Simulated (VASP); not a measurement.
KZr2, 3 atoms in the cell. It takes space group Fm-3m (No. 225, cubic). Conventional cell: a = 7.158 Å, b = 7.158 Å, c = 7.158 Å, α = 90.00°, β = 90.00°, γ = 90.00°. K (site symmetry m-3m) is surrounded by 8 Zr at 3.10 Å. Around Zr (site symmetry -43m) lie 4 K at 3.10 Å. The cell was built by a generator and needn't be a form met in nature.

```yaml
Program: VASP 6.6.1
Task: relaxation of cell and atoms
Functional: PBE
Potentials_or_basis: VASP PAW PBE potentials, release 64 (K_sv, Zr_sv)
Cutoff: 600 eV
k_mesh: 5 × 5 × 5
Occupations: fermi-dirac, width 0.05 eV
Spin: no spin polarisation
Further_INCAR_settings: ALGO = Normal; EDIFF = 1e-06; IBRION = 2; EDIFFG = -0.01; NSW = 60; ISIF = 3
```

Potentials or basis: VASP PAW PBE potentials, release 64 (K_sv, Zr_sv).

Command:

```sh
$ cat potpaw_PBE.64/K_sv/POTCAR potpaw_PBE.64/Zr_sv/POTCAR > POTCAR
$ mpirun -np 1 vasp_std > vasp.out
```

Hardware: 1 thread of Intel(R) Xeon(R) Platinum 8559C (Emerald Rapids), on a shared host.

Problem. Estimate the wall time of this run.

Solution. Run time: 20 s on 1 thread of Intel(R) Xeon(R) Platinum 8559C (Emerald Rapids), on a shared host, peak memory 0.24 GiB. Counts: scf iterations 13, k points 10, ion steps 1.
